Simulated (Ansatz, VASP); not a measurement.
# Cross-check of WSe2 between VASP and Ansatz

Aim: how closely do two programs agree when they are given the same cell, functional and k mesh? The structure shown is the end of the Ansatz relaxation below.

Program: Ansatz 0.2.0. Level of theory: plane waves, with VASP 6.6.1 beside it; single point at PBE with D3(BJ). Results are calculated unless marked as measured.

### Step 1. The structure

Symmetry: P6_3/mmc, No. 194, hexagonal system. The conventional cell has a = 3.283 Å, b = 3.283 Å, c = 12.529 Å, α = 90.00°, β = 90.00°, γ = 120.00°. W has 6 Se at 2.53 Å nearest. Nearest to Se lie 3 W at 2.53 Å. Farther neighbours and most contacts between anions are not listed.

### Step 2. Ansatz: relaxation, PBE with D3(BJ)

Ansatz runs on its PAW soft_1 files.

This run makes the geometry at which the two programs are then compared.

The input, input.yaml:

```yaml
crystal:
  lattice:
    - [3.295371885, 0.0, 0.0]
    - [-1.6476859425, 2.8538757673, 0.0]
    - [0.0, 0.0, 12.52935096]
  atoms:
    - { symbol: W, position: [0.3333333, 0.6666667, 0.25] }
    - { symbol: W, position: [0.6666667, 0.3333333, 0.75] }
    - { symbol: Se, position: [0.3333333, 0.6666667, 0.6182684] }
    - { symbol: Se, position: [0.6666667, 0.3333333, 0.1182684] }
    - { symbol: Se, position: [0.3333333, 0.6666667, 0.8817316] }
    - { symbol: Se, position: [0.6666667, 0.3333333, 0.3817316] }
kpoints:
  mp_grid: { grid: [10, 10, 3] }
scf:
  occupations: { method: fermi_dirac, width: 0.02 }
hamiltonian:
  xc: pbe
  pseudopotentials: { kind: paw, azcp: { folder: soft_1 } }
  dispersion: d3bj
basis:
  ecutwfc: 600
output:
  forces: true
  stress: true
relax:
  f_tol: 0.005
  max_steps: 70
  cell: { stress_tol: 0.02, p_target: 0, fix: [c, alpha, beta, gamma] }
```

Command:

```bash
ansatz run input.yaml --threads 4 --pin off --max-ram 10240MiB --backend cpu --events-out ev --progress --plain --runs-dir out
```

Numbers of over 12 decimals in the logs are rounded to 6 here.

The log of the run:

```text
Warning: crystal.symmetry: narrowed to the stabiliser of the fixed cell quantities (relax.cell.fix) — unitary ops 24 → 8. The narrowing is safe, since a smaller group never makes results wrong: the run goes on under it, on as many k-points as the starting group would need, or more. Excluded: 16 operations that would move a fixed cell quantity at a test strain (relax.cell.fix fixes c, alpha, beta, gamma). The cell can leave their symmetry as it relaxes.
Engine: ansatz 0.2.0, aarch64-unknown-linux-gnu
Pseudopotentials: kind: paw
Pseudopotential: W, paw, valence charge 14, recommended cutoff 420 eV (normal), soft_1/W.paw.azcp
Pseudopotential: Se, paw, valence charge 16, recommended cutoff 420 eV (normal), soft_1/Se.paw.azcp
Functional definition: PBE
  parameter kappa = 0.804
  parameter beta = 0.066725
  exchange = pbe_x(kappa = kappa, mu = beta*pi^2/3)
  correlation = pbe_c(beta = beta)
Crystal: 6 atoms, lattice volume = 117.833 Å³
Basis set: ecut = 600 eV, 3999 PW (Γ), exchange–correlation on 54×54×216 points (8 copies of the dense FFT grid, shifted against one another)
Bands: 56, of which v1, the nominal top of the filled ones, is band 46 counted from 1 (45 counted from 0)
Symmetry: 8 space group operations
k-points: 62 of 300
Non-local potential: W, projectors of the file, l = 0: 3, l = 1: 2, l = 2: 2, l = 3: 1
Non-local potential: Se, projectors of the file, l = 0: 2, l = 1: 2, l = 2: 3, l = 3: 1
PAW form: soft (Blöchl's): semilocal exchange-correlation on the pseudo side does not see the compensation charge
PAW one-centre angular grid: W, 590 points (default); XC on 64 Gauss nodes
PAW one-centre angular grid: Se, 590 points (default); XC on 64 Gauss nodes
Initial density: superposition of atomic densities (chi_scale 0.1, normalization cell, long waves kept (reshape's long-wave potential 0.03 eV rms))
Initial wavefunctions: pseudopotential atomic-orbital guess
Functional: x = pbe(κ = 0.804, μ = 0.219515), c = pbe(β = 0.066725)
SCF iter   1: F=—  HF=-42655.172614 eV  |F-HF|=—  |Δ(HF+E_count)|=         —  Δρ=3.65e-2  dr2=5.06e0  ethr=3.10e-3  ⟨swp⟩=6.3  Hψ=12406  notcnv=0
preconditioner: auto → Resta (q_TF=auto, 2.618 Å⁻¹)  ε∞=6.1  [insulator: Δε(μ)=0.794 eV  Ē_g=9.062 eV  σ=0.020 eV  W_gap=1.00  n_scr=40 (ndim 8)  ℏωp=20.5 eV  f_vac=0.011  D(μ)=0.00/eV (n_scr^D=0)  ε∞_Penn≈6.1]
SCF iter   2: F=—  HF=-42654.430217 eV  |F-HF|=—  |Δ(HF+E_count)|=   7.42e-1  Δρ=2.25e-2  dr2=8.00e-1  ethr=3.10e-3  ⟨swp⟩=2.5  Hψ=4757  notcnv=0  defer=162
SCF iter   3: F=—  HF=-42654.252756 eV  |F-HF|=—  |Δ(HF+E_count)|=   1.77e-1  Δρ=8.47e-3  dr2=2.29e-1  ethr=8.70e-4  ⟨swp⟩=2.1  Hψ=4663  notcnv=0  defer=162
SCF iter   4: F=—  HF=-42654.214281 eV  |F-HF|=—  |Δ(HF+E_count)|=   3.85e-2  Δρ=2.35e-3  dr2=8.45e-3  ethr=2.49e-4  ⟨swp⟩=2.4  Hψ=4667  notcnv=0  defer=162
SCF iter   5: F=—  HF=-42654.215495 eV  |F-HF|=—  |Δ(HF+E_count)|=   1.21e-3  Δρ=1.01e-3  dr2=1.84e-3  ethr=9.19e-6  ⟨swp⟩=2.0  Hψ=6617  notcnv=0  defer=162
SCF iter   6: F=—  HF=-42654.216316 eV  |F-HF|=—  |Δ(HF+E_count)|=   8.22e-4  Δρ=3.90e-4  dr2=1.80e-4  ethr=2.00e-6  ⟨swp⟩=2.0  Hψ=6482  notcnv=0  defer=162
SCF iter   7: F=—  HF=-42654.216563 eV  |F-HF|=—  |Δ(HF+E_count)|=   2.46e-4  Δρ=8.78e-5  dr2=8.24e-6  ethr=1.96e-7  ⟨swp⟩=2.0  Hψ=4475  notcnv=0  defer=162
SCF iter   8: F=—  HF=-42654.216633 eV  |F-HF|=—  |Δ(HF+E_count)|=   7.02e-5  Δρ=3.00e-5  dr2=9.66e-7  ethr=8.96e-9  ⟨swp⟩=3.0  Hψ=6375  notcnv=0  defer=162
SCF iter   9: F=-42654.216635 eV  HF=-42654.216635 eV  |F-HF|=1.84e-8  |Δ(HF+E_count)|=   2.30e-6  Δρ=8.53e-6  dr2=5.35e-8  ethr=1.09e-10  ⟨swp⟩=3.0  Hψ=11562  notcnv=0
SCF 1 converged in 9 iterations: F = -42654.216635 eV  dr2 = 5.35e-8
  greatest PAW one-centre occupation: 1.000 electrons in one spin orbital (limit 2), on the Se atom at site 4 (counted from 0), in its partial waves of l = 2
relax step   1: F+E_penalty+E_count = -42654.21663513 eV  Δ(F+E_penalty+E_count) = +0.000e0 eV  max|allowed force component| = 4.503e-1 eV/Å  Δτ_max = 0.0000 Å  P = +1.977 GPa  Ω = 117.833 Å³  fix = [c, alpha, beta, gamma]  reactions: c +4.903 GPa; gamma -0.000 GPa/rad  (9 SCF iters, dr2 threshold 1.00e-7 eV, accepted)
[...]
relax step   3: F+E_penalty+E_count = -42654.23967047 eV  Δ(F+E_penalty+E_count) = -2.304e-2 eV  max|allowed force component| = 3.869e-2 eV/Å  Δτ_max = 0.0286 Å  P = +0.165 GPa  Ω = 117.208 Å³  energy of the carried Pulay correction = +1.407e-5 eV  fix = [c, alpha, beta, gamma]  reactions: c +1.236 GPa; gamma +0.000 GPa/rad  (11 SCF iters, accepted)
[...]
relax step   4: F+E_penalty+E_count = -42654.24002261 eV  Δ(F+E_penalty+E_count) = -3.521e-4 eV  max|allowed force component| = 3.948e-5 eV/Å  Δτ_max = 0.0008 Å  P = +0.550 GPa  Ω = 116.936 Å³  energy of the carried Pulay correction = +2.023e-5 eV  fix = [c, alpha, beta, gamma]  reactions: c +1.584 GPa; gamma -0.000 GPa/rad  (4 SCF iters, dr2 threshold 3.43e-7 eV, accepted)
[...]
relax step   5: F+E_penalty+E_count = -42654.24002521 eV  Δ(F+E_penalty+E_count) = -2.605e-6 eV  max|allowed force component| = 4.944e-5 eV/Å  Δτ_max = 0.0002 Å  P = +0.526 GPa  Ω = 116.968 Å³  energy of the carried Pulay correction = +1.951e-5 eV  fix = [c, alpha, beta, gamma]  reactions: c +1.578 GPa; gamma +0.000 GPa/rad  (5 SCF iters, dr2 threshold 2.71e-9 eV, accepted)
[...]
relax step   6: F+E_penalty+E_count = -42654.24000671 eV  Δ(F+E_penalty+E_count) = +1.850e-5 eV  max|allowed force component| = 5.924e-5 eV/Å  Δτ_max = 0.0000 Å  P = +0.526 GPa  Ω = 116.968 Å³  fix = [c, alpha, beta, gamma]  reactions: c +1.579 GPa; gamma +0.000 GPa/rad  stress off target by 4.00e-4 GPa on what of the cell is left free  SCF on the basis re-selected at this cell (its energy is not comparable with the rows above)  (5 SCF iters)
basis re-selected at this cell: Δ(F+E_penalty+E_count) = +1.850e-5 eV, ΔP = -0.000 GPa vs the last step (what re-selecting the basis moved, of the pressure what is left beyond the Pulay correction that the steps carried, after the strain that the cell walked since its last selection, with what the two solves' SCF thresholds leave and, on support functions, any second-order correction that the steps lacked; it is no m [...]
SCF converged after 5 iterations
Free energy (F): -42654.240007 eV
Harris-Foulkes:  -42654.240007 eV  (|F-HF|=7.28e-12)
Internal energy: -42654.240007 eV  (E = F + TS)
E sigma→0 (E₀):  -42654.240007 eV
Fermi energy:    13.769855 eV
--- Per-component energies (eV) ---
  E_band       = -1656.385738
  E_kinetic    = 1291.080033
  E_local      = -11577.410848  (includes V_loc(G=0)·N_el)
  E_nonlocal   = -1467.315138
  E_hartree    = 6000.607302
  E_xc         = -878.519321
  E_vxc        = -828.122528  (∫ρ·V_xc dr)
  E_paw        = -25675.247301  (= ΣΔE_a)
  E_vpaw       = -1075.831927  (= ΣTr[D̂ρ^β])
  E_aug_tail   = 0.000062  (compensation charges beyond the density's cutoff)
  E_ewald      = -10344.525698
  E_disp       = -2.909098  (pairwise vdW)
  E_smearing   = -0.000000  (= −TS)
  E_closure    = 0.000000  (closes the sum)
  Σ components = -42654.240007   (vs F -42654.240007, Δ=0.00e0)
--- Forces (eV/Å), atoms counted from 1 ---
  atom   1  W      0.00000010    -0.00000006     0.00000000
  atom   2  W     -0.00000010     0.00000006     0.00000000
  atom   3  Se    -0.00000007     0.00000004    -0.00005924
  atom   4  Se     0.00000007    -0.00000004    -0.00005924
  atom   5  Se    -0.00000007     0.00000004     0.00005924
  atom   6  Se     0.00000007    -0.00000004     0.00005924
  max |Σ_I F_I| component: 1.04e-17 eV/Å
--- Stress (GPa, compression-positive) ---
       -0.000400      -0.000000       0.000000
       -0.000000      -0.000400       0.000000
        0.000000       0.000000       1.578680
  P = ⅓ Tr σ = 0.5260 GPa (5.260 kbar)
--- Relaxed structure (5 steps of the walk, 4 accepted, 1 SCFs on fresh bases) ---
  F+E_penalty+E_count = -42654.24000671 eV   max|allowed force component| = 5.924e-5 eV/Å   (the final SCF, on the basis selected at the relaxed cell)
  cell:  # Å, volume = 116.9677 Å³
    - [3.283245, -6.363759222469272e-19, 0.0]
    - [-1.641623, 2.843374, 0.0]
    - [0.0, 0.0, 12.52935096]
  atoms:
    - { symbol: W, position: [0.333333, 0.666667, 0.25] }
    - { symbol: W, position: [0.666667, 0.333333, 0.75] }
    - { symbol: Se, position: [0.333333, 0.666667, 0.616062] }
    - { symbol: Se, position: [0.666667, 0.333333, 0.116062] }
    - { symbol: Se, position: [0.333333, 0.666667, 0.883938] }
    - { symbol: Se, position: [0.666667, 0.333333, 0.383938] }
```

In the SCF lines HF is the Harris–Foulkes energy and dr2 the Hartree energy of the density residual, in eV; the loop may stop once dr2 is under the threshold and the program's other checks hold. Hψ counts applications of the Hamiltonian.

### Step 3. VASP: single point, PBE with D3(BJ), pair 1

The same cell, functional, mesh and smearing now go to VASP, with its own data sets.

Lines of VASP's logs that name or quote its potential files are left out, and so is its time.

The input, INCAR:

```
SYSTEM = WSe2
PREC = Accurate
ENCUT = 600
EDIFF = 1E-06
NELM = 120
ISMEAR = -1
SIGMA = 0.02
LREAL = .FALSE.
ALGO = Normal
GGA = PE
IVDW = 12
NBANDS = 24
LASPH = .TRUE.
LORBIT = 11
LWAVE = .FALSE.
LCHARG = .FALSE.
ISIF = 2
GGA_COMPAT = .FALSE.
EFERMI = MIDGAP
KPAR = 2
```

The input, POSCAR:

```
WSe2
1.0
    3.2832451334      0.0000000000      0.0000000000
   -1.6416225667      2.8433736924      0.0000000000
    0.0000000000      0.0000000000     12.5293509600
W Se
2 4
Direct
    0.3333332922      0.6666667078      0.2500000000
    0.6666667078      0.3333332922      0.7500000000
    0.3333333744      0.6666666256      0.6160615398
    0.6666666256      0.3333333744      0.1160615398
    0.3333333744      0.6666666256      0.8839384602
    0.6666666256      0.3333333744      0.3839384602
```

The input, KPOINTS:

```
Automatic mesh
0
Gamma
10 10 3
0 0 0
```

PAW data sets: W and Se (PBE family, release 64).

Command:

```bash
mpirun -np 2 vasp_std
```

The log of the run:

```text
[banner, memory and clock lines left out]
running    2 mpi-ranks, on    1 nodes
 distrk:  each k-point on    1 cores,    2 groups
 distr:  one band on    1 cores,    1 groups

 POSCAR found type information on POSCAR W Se
 POSCAR found :  2 types and       6 ions
 LDA part: xc-table for (Slater+PW92), standard interpolation
 POSCAR, INCAR and KPOINTS ok, starting setup
 FFT: planning ... GRIDC
 FFT: planning ... GRID_SOFT
 FFT: planning ... GRID
 WAVECAR not read
 entering main loop
       N       E                     dE             d eps       ncg     rms          rms(c)
DAV:   1     0.206050186764E+03    0.20605E+03   -0.17150E+04  1344   0.148E+03
DAV:   2    -0.264173272275E+02   -0.23247E+03   -0.22262E+03  1760   0.289E+02
DAV:   3    -0.447535200908E+02   -0.18336E+02   -0.18156E+02  1824   0.766E+01
DAV:   4    -0.451178582488E+02   -0.36434E+00   -0.36325E+00  1760   0.117E+01
DAV:   5    -0.451257741398E+02   -0.79159E-02   -0.79103E-02  1912   0.156E+00    0.311E+01
DAV:   6    -0.435666087389E+02    0.15592E+01   -0.79740E+00  1984   0.137E+01    0.122E+01
DAV:   7    -0.433189824326E+02    0.24763E+00   -0.41427E+00  1840   0.106E+01    0.780E+00
DAV:   8    -0.431333093943E+02    0.18567E+00   -0.61400E-01  1872   0.478E+00    0.629E-01
DAV:   9    -0.431324319082E+02    0.87749E-03   -0.60035E-02  1808   0.132E+00    0.395E-01
DAV:  10    -0.431317399209E+02    0.69199E-03   -0.63249E-03  1768   0.456E-01    0.208E-01
DAV:  11    -0.431317382245E+02    0.16964E-05   -0.78316E-04  1720   0.148E-01    0.138E-01
DAV:  12    -0.431317627505E+02   -0.24526E-04   -0.28043E-04  1880   0.953E-02    0.335E-02
DAV:  13    -0.431317663378E+02   -0.35873E-05   -0.14996E-05  1720   0.237E-02    0.845E-03
DAV:  14    -0.431317666283E+02   -0.29049E-06   -0.18975E-06  1384   0.773E-03
   1 F= -.46040078E+02 E0= -.46040078E+02  d E =-.294866E-10
```

From OUTCAR (step 3):

```text
ion  position               nearest neighbor table
   1  0.333  0.667  0.250-   4 2.53   6 2.53   4 2.53   6 2.53   4 2.53   6 2.53
   2  0.667  0.333  0.750-   3 2.53   5 2.53   3 2.53   5 2.53   3 2.53   5 2.53
   3  0.333  0.667  0.616-   2 2.53   2 2.53   2 2.53
   4  0.667  0.333  0.116-   1 2.53   1 2.53   1 2.53
   5  0.333  0.667  0.884-   2 2.53   2 2.53   2 2.53
   6  0.667  0.333  0.384-   1 2.53   1 2.53   1 2.53

  LATTYP: Found a hexagonal cell.
 ALAT       =     3.2832451334
 C/A-ratio  =     3.8161484906

 Subroutine GETGRP returns: Found 24 space group operations
 (whereof 12 operations were pure point group operations)

The static configuration has the point symmetry D_3d.
 The point group associated with its full space group is D_6h.

 Found     28 irreducible k-points:

   k-points           NKPTS =     28   k-points in BZ     NKDIM =     28   number of bands    NBANDS=     24

   dimension x,y,z NGX =    28 NGY =   28 NGZ =  100
   dimension x,y,z NGXF=    56 NGYF=   56 NGZF=  200

   ENCUT  =  600.0 eV  44.10 Ry    6.64 a.u.   6.56  6.56 25.02*2*pi/ulx,y,z

   NELECT =      36.0000    total number of electrons

 k-points in reciprocal lattice and weights: Automatic mesh
   0.00000000  0.00000000  0.00000000       0.003
   0.10000000  0.00000000  0.00000000       0.020
   0.20000000  0.00000000  0.00000000       0.020
   0.30000000  0.00000000  0.00000000       0.020
   0.40000000  0.00000000  0.00000000       0.020
   0.50000000  0.00000000  0.00000000       0.010
   0.10000000  0.10000000  0.00000000       0.020
   0.20000000  0.10000000  0.00000000       0.040
   0.30000000  0.10000000  0.00000000       0.040
[...]
0.40000000  0.20000000  0.33333333       0.040
   0.30000000  0.30000000  0.33333333       0.040

 average (electrostatic) potential at core
       1 -40.2992       2 -40.2992       3 -52.8716       4 -52.8716       5 -52.8716
       6 -52.8716

 E-fermi :   6.2266

 k-point     1 :       0.0000    0.0000    0.0000
  band No.  band energies     occupation
    ...
     14       4.2543      2.00000
     15       4.2543      2.00000
     16       4.5580      2.00000
     17       5.0389      2.00000
     18       5.8197      2.00000
     19       8.3418      0.00000
     20       8.3419      0.00000
     21       8.3730      0.00000
     22       8.3731      0.00000
     23       8.4247      0.00000
    ...

 k-point     2 :       0.1000    0.0000    0.0000
  band No.  band energies     occupation
    ...
     14       4.0096      2.00000
     15       4.1527      2.00000
     16       4.5972      2.00000
     17       5.0873      2.00000
     18       5.5112      2.00000
     19       8.0060      0.00000
     20       8.1053      0.00000
     21       8.1556      0.00000
     22       8.2084      0.00000
     23       8.2329      0.00000
    ...

 k-point     3 :       0.2000    0.0000    0.0000
  band No.  band energies     occupation
    ...
     14       3.6513      2.00000
     15       3.7114      2.00000
     16       4.5520      2.00000
     17       4.6125      2.00000
     18       4.7634      2.00000
     19       7.1828      0.00000
     20       7.7625      0.00000
     21       7.9059      0.00000
     22       8.0759      0.00000
     23       8.1734      0.00000
    ...

 Edisp (eV)   -2.90831

  Total      -0.28868    -0.28868     0.86912     0.00000     0.00000     0.00000
  in kB      -3.95421    -3.95421    11.90487     0.00000     0.00000     0.00000
  external pressure =        1.33 kB  Pullay stress =        0.00 kB

  energy-cutoff  :      600.00
  volume of cell :      116.97
      direct lattice vectors                 reciprocal lattice vectors
     3.283245133  0.000000000  0.000000000     0.304576710  0.175847445  0.000000000
    -1.641622567  2.843373692  0.000000000     0.000000000  0.351694891  0.000000000
     0.000000000  0.000000000 12.529350960     0.000000000  0.000000000  0.079812594

 POSITION                                       TOTAL-FORCE (eV/Angst)
 -----------------------------------------------------------------------------------
     -0.00000      1.89558      3.13234         0.000000     -0.000000      0.000000
      1.64162      0.94779      9.39701         0.000000     -0.000000      0.000000
      0.00000      1.89558      7.71885        -0.000000     -0.000000      0.038575
      1.64162      0.94779      1.45418        -0.000000      0.000000      0.038575
      0.00000      1.89558     11.07518         0.000000     -0.000000     -0.038575
      1.64162      0.94779      4.81050         0.000000      0.000000     -0.038575
 -----------------------------------------------------------------------------------
    total drift:                               -0.000049      0.000022     -0.000001

  FREE ENERGIE OF THE ION-ELECTRON SYSTEM (eV)
  ---------------------------------------------------
  free  energy   TOTEN  =       -46.0400780084 eV

  energy  without entropy=      -46.0400780084  energy(sigma->0) =      -46.04007801

 total charge
# of ion       s       p       d       tot
------------------------------------------
    1        0.539   0.623   4.187   5.350
    2        0.539   0.623   4.187   5.350
    3        1.478   2.351   0.072   3.901
    4        1.478   2.351   0.072   3.901
    5        1.478   2.351   0.072   3.901
    6        1.478   2.351   0.072   3.901
--------------------------------------------------
tot          6.991  10.650   8.662  26.303

[... 3 further parts left out ...]
```

This run has no spin polarisation, so a moment on W, if there is one, isn't seen. The gap is read on the k-mesh alone, so it is an upper bound where the band edges lie off the mesh. The data set W keeps the semicore shell frozen, which is cheaper and a little less accurate.

### Step 4. Differences

Known differences besides the potentials themselves: the data sets hold 92 valence electrons in Ansatz (on its PAW soft_1 files) and 36 in VASP; Ansatz's pressure holds a Pulay correction, VASP's none. Total energies have different zeros and are not compared.

Compared:

```
              quantity  Ansatz   VASP  difference
        pressure (GPa)    0.53   0.13       +0.39
gap on the k mesh (eV)   0.814  0.814      +0.001
```

At this near-relaxed geometry the largest component of a force difference is 39 meV/Å. A gap on the mesh is an upper bound, since the band edges may lie between its points; neither run holds spin-orbit coupling, which can move the band edges of a compound of W.

### Step 5. Other set-ups

Further runs change the set-up of one program: Ansatz's method, potentials or start, or VASP's data sets, cutoff or form of LDA. The table gives Ansatz less VASP for each quantity, since a change that brings one quantity closer may part another.

```
                                                          run  r.m.s. force difference (meV/Å)  pressure (GPa)  gap on the k mesh (eV)
                                                     as above                               18            0.39                  6.9e-4
VASP with the data sets W and Se_sv_GW and a cutoff of 620 eV                               29             2.1                 -0.0065
```

(Continued in part 2 of 2.)

[Lines on the potential files, build, host, timing and source positions are cut from VASP's logs without a mark.]

[Logs are printed without paths, hosts, clocks, repeated set-up lines and the standing remarks that a program may print on its own settings, such as how far it seeks lower states.]

[Hosts, paths, dates, database ids (printed as entryN), source tags and the programs' standing remarks are cut or masked in the printed files.]
